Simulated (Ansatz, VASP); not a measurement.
# CdAu in two plane-wave programs, part 2 of 2

Aim: how closely do two programs agree when they are given the same cell, functional and k mesh? The cell is taken from a series of runs on this material, whose earlier steps may have relaxed, scaled, displaced or heated it; both programs get it as it stands.

VASP 6.6.1 and Ansatz 0.2.0.

So far: The starting structure; VASP: relaxation of cell and atoms, PBEsol, pair 1; Ansatz: relaxation of cell and atoms, PBEsol, pair 1.

## (4) Differences

Known differences besides the potentials themselves: the data sets hold 78 valence electrons in Ansatz (on its PAW soft_1 files) and 46 in VASP; the cutoff is 420 eV in Ansatz and 500 eV in VASP; Ansatz makes its cores anew for this functional, VASP keeps those of its PBE data sets; Ansatz adds a Pulay correction to the stress that steers its cell, VASP none. Total energies have different zeros and are not compared.

Both answers:

| quantity | Ansatz | VASP | difference |
| --- | --- | --- | --- |
| volume (Å³) | 72.71 | 73.01 | -0.42 % |
| edge a after relaxation, in the typed setting (Å) | 4.781 | 4.784 | -0.07 % |
| edge b after relaxation, in the typed setting (Å) | 3.047 | 3.042 | +0.17 % |
| edge c after relaxation, in the typed setting (Å) | 4.991 | 5.018 | -0.52 % |

## (5) Ansatz: relaxation of cell and atoms, PBEsol, pair 2

The relaxed volume is the usual yardstick between codes: in a stiff, nearly cubic crystal its relative difference is about their pressure difference at one cell divided by the bulk modulus.

The cell is taken from a series of runs on this material, whose earlier steps may have relaxed, scaled, displaced or heated it; both programs get it as it stands.

Input file input.yaml:

```yaml
crystal:
  lattice:
    - [4.7636234242, 0.0, 0.0]
    - [0.0, 3.0945310597, 0.0]
    - [0.0, 0.0, 4.9354075941]
  atoms:
    - { symbol: Cd, position: [0.75, 0.5, 0.3036697498] }
    - { symbol: Cd, position: [0.25, 0.5, 0.6963302502] }
    - { symbol: Au, position: [0.25, 0.0, 0.1915033429] }
    - { symbol: Au, position: [0.75, 0.0, 0.8084966571] }
kpoints:
  mp_grid: { grid: [10, 14, 8] }
hamiltonian:
  xc: pbesol
  pseudopotentials: { kind: paw, azcp: { folder: soft_1 }, xc_functional: pbe }
scf:
  occupations: { method: methfessel_paxton, width: 0.2 }
output:
  forces: true
  stress: true
  eigenvalues: true
relax:
  adjacent_minimum: "off"
  f_tol: 0.001
  max_steps: 60
  cell: { stress_tol: 0.01 }
```

Run with:

```sh
$ ansatz run input.yaml --threads 4 --pin off --max-ram 10240MiB --backend cpu --events-out ev --progress --plain --runs-dir out
```

Numbers of over 12 decimals in the logs are rounded to 6 here.

What it wrote:

```text
[...]
Crystal: 4 atoms, lattice volume = 72.754 Å³
Basis set: ecut = 420 eV, 1425 PW (Γ), exchange–correlation on 64×48×72 points (8 copies of the dense FFT grid, shifted against one another)
Bands: 47, of which v1, the nominal top of the filled ones, is band 39 counted from 1 (38 counted from 0)
Symmetry: 8 space group operations
[...]
k-points: 240 of 1120
[...]
--- Relaxed structure (7 steps of the walk, 6 accepted, 1 SCFs on fresh bases) ---
[...]
cell:  # Å, volume = 72.7076 Å³
    - [4.781282, 0.0, 0.0]
    - [0.0, 3.045977, 0.0]
    - [0.0, 0.0, 4.992396]
  atoms:
    - { symbol: Cd, position: [0.750000, 0.500000, 0.307846] }
    - { symbol: Cd, position: [0.25, 0.500000, 0.692154] }
    - { symbol: Au, position: [0.25, 0.0, 0.187667] }
    - { symbol: Au, position: [0.750000, 0.0, 0.812333] }
[key lines of the parts left out:]
SCF converged after 5 iterations
Free energy (F): -42386.710898 eV
Fermi energy:    18.383466 eV
P = ⅓ Tr σ = -0.0016 GPa (-0.016 kbar)
```

## (6) VASP: relaxation of cell and atoms, PBEsol, pair 2

The same cell, functional, mesh and smearing now go to VASP, with its own data sets.

Input file INCAR:

```
SYSTEM = CdAu
PREC = Accurate
ENCUT = 500
EDIFF = 1E-07
NELM = 120
ISMEAR = 1
SIGMA = 0.2
LREAL = .FALSE.
ALGO = Normal
GGA = PS
NBANDS = 29
LASPH = .TRUE.
LORBIT = 11
LWAVE = .FALSE.
LCHARG = .FALSE.
ISIF = 3
IBRION = 2
NSW = 80
EDIFFG = -0.005
GGA_COMPAT = .FALSE.
NELMIN = 4
KPAR = 2
```

Input file POSCAR:

```
CdAu
1.0
    4.7636230000      0.0000000000      0.0000000000
    0.0000000000      3.0945310000      0.0000000000
    0.0000000000      0.0000000000      4.9354080000
Cd Au
2 2
Direct
    0.7500001574      0.5000001616      0.3036697270
    0.2500001574      0.5000001616      0.6963302730
    0.2500001574      0.0000001616      0.1915033164
    0.7500001574      0.0000001616      0.8084966836
```

Input file KPOINTS:

```
Automatic mesh
0
Gamma
10 14 8
0 0 0
```

The projector-augmented-wave data sets are Cd and Au (PBE family, release 64).

Run with:

```sh
$ mpirun -np 2 vasp_std
```

What it wrote:

```text
[banner, memory and clock lines left out]
running    2 mpi-ranks, on    1 nodes
[...]
[... a notice as in an earlier step ...]

 LDA part: xc-table for (Slater+PW92), standard interpolation
 POSCAR, INCAR and KPOINTS ok, starting setup
[...]
entering main loop
       N       E                     dE             d eps       ncg     rms          rms(c)
DAV:   1     0.339657025587E+03    0.33966E+03   -0.24060E+04 13920   0.155E+03
DAV:   2    -0.138047786132E+01   -0.34104E+03   -0.32624E+03 14767   0.389E+02
DAV:   3    -0.118284431619E+02   -0.10448E+02   -0.10344E+02 15713   0.758E+01
DAV:   4    -0.118885950992E+02   -0.60152E-01   -0.60112E-01 14860   0.505E+00
[...]
DAV:  11    -0.109718145525E+02   -0.37545E-05   -0.11476E-05 14825   0.395E-02    0.765E-03
DAV:  12    -0.109718144359E+02    0.11669E-06   -0.39338E-07 14198   0.544E-03    0.281E-03
DAV:  13    -0.109718144116E+02    0.24304E-07   -0.73818E-08  8135   0.257E-03
   1 F= -.10971814E+02 E0= -.10972179E+02  d E =-.109718E+02
[... from here on, the cycles between the ionic steps are left out ...]
   2 F= -.10972237E+02 E0= -.10972693E+02  d E =-.422099E-03
   3 F= -.10972593E+02 E0= -.10973014E+02  d E =-.778201E-03
   9 F= -.10974269E+02 E0= -.10974854E+02  d E =-.187136E-03
  10 F= -.10974288E+02 E0= -.10974884E+02  d E =-.206148E-03
  11 F= -.10974392E+02 E0= -.10974994E+02  d E =-.103596E-03
  12 F= -.10974414E+02 E0= -.10975022E+02  d E =-.125745E-03
  13 F= -.10974562E+02 E0= -.10975178E+02  d E =-.147398E-03
  14 F= -.10974903E+02 E0= -.10975551E+02  d E =-.489183E-03
  15 F= -.10975088E+02 E0= -.10975820E+02  d E =-.674281E-03
  16 F= -.10975109E+02 E0= -.10975818E+02  d E =-.695071E-03
  17 F= -.10975109E+02 E0= -.10975821E+02  d E =-.695089E-03
  18 F= -.10975092E+02 E0= -.10975805E+02  d E =0.177256E-04
  19 F= -.10975114E+02 E0= -.10975826E+02  d E =-.446886E-05
[...]
reached required accuracy - stopping structural energy minimisation
```

Parts of OUTCAR (step 6):

```text
  Total        0.0053694      0.0069966     -0.0062420      0.0000000      0.0000000      0.0000000
  in kB        0.1178451      0.1535573     -0.1369970      0.0000000      0.0000000      0.0000000
  external PRESSURE =       0.0448018 kB  Pullay stress =       0.0000000 kB

 POSITION                                       TOTAL-FORCE (eV/Angst)
 -----------------------------------------------------------------------------------
      3.58853      1.52150      1.55120         0.000000      0.000000      0.001621
      1.19618      1.52150      3.46260        -0.000000      0.000000     -0.001621
      1.19618      0.00000      0.93127         0.000000      0.000000      0.000531
      3.58853      0.00000      4.08253        -0.000000      0.000000     -0.000531
 -----------------------------------------------------------------------------------
    total drift:                               -0.000248     -0.000548     -0.000206

  FREE ENERGIE OF THE ION-ELECTRON SYSTEM (eV)
  ---------------------------------------------------
  free  energy   TOTEN  =       -10.9751137428 eV

  energy  without entropy=      -10.9772511412  energy(sigma->0) =      -10.97582621

[... 2 parts as in an earlier step ...]

[... 2 further parts left out ...]
[key lines of the parts left out:]
E-fermi :   6.1693
```

## (7) Comparison

What differs besides the data sets and the points named for the pairs above, as far as they apply: the data sets hold 78 valence electrons in Ansatz (on its PAW soft_1 files) and 46 in VASP. Total energies have different zeros and are not compared.

Both answers:

| quantity | Ansatz | VASP | difference |
| --- | --- | --- | --- |
| volume (Å³) | 72.71 | 73.00 | -0.40 % |
| edge a after relaxation, in the typed setting (Å) | 4.781 | 4.785 | -0.07 % |
| edge b after relaxation, in the typed setting (Å) | 3.046 | 3.043 | +0.10 % |
| edge c after relaxation, in the typed setting (Å) | 4.992 | 5.014 | -0.43 % |

## (8) Summary of results

| Property | Result |
| --- | --- |
| difference in edge c after relaxation, in the typed setting (relaxation of cell and atoms, PBEsol, pair 1) | -0.52 % |
| difference in edge c after relaxation, in the typed setting (relaxation of cell and atoms, PBEsol, pair 2) | -0.43 % |

The difference in edge c after relaxation, in the typed setting is -0.52 % (relaxation of cell and atoms, PBEsol, pair 1), within the 1.2 % picked in this series as the mark of a large difference, as far as the stopping tolerances let one tell. The data sets hold unlike numbers of valence electrons (78 in Ansatz and 46 in VASP), so part of the differences comes from the potentials. Such differences can come from data sets, numerical settings and the points named under the comparisons, not from the functional's error against experiment.

[Lines on the potential files, build, host, timing and source positions are cut from VASP's logs without a mark.]

[Logs are printed without paths, hosts, clocks, repeated set-up lines and the standing remarks that a program may print on its own settings, such as how far it seeks lower states.]

[Hosts, paths, dates, database ids (printed as entryN), source tags and the programs' standing remarks are cut or masked in the printed files.]
